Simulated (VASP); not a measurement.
Consider the following.

```yaml
crystal:
  lattice:
    - [1.80977, -3.13461, 0.00000]
    - [1.80977, 3.13461, 0.00000]
    - [0.00000, 0.00000, 5.57553]
  atoms:
    - { symbol: Y, position: [0.33333, 0.66667, 0.25000] }
    - { symbol: Y, position: [0.66667, 0.33333, 0.75000] }
```

Level of theory: rev-vdW-DF2, VASP's PBE PAW potentials (set 64) (plane waves; VASP). Run with 520 eV cut-off, 13×13×8 Γ-centred mesh, tetrahedra with Blöchl corrections, potentials Y_sv.

Task: What does the run give for the energy per atom (σ→0), band gap (on the k-mesh) with the smallest direct gap where there is one?

Result: 
```yaml
band gap (on the k-mesh): none (metal, semimetal or under 0.01 eV)
energy per atom (σ→0): -4.280 eV/atom
```

The compound is Y in the hcp structure. It was relaxed first.
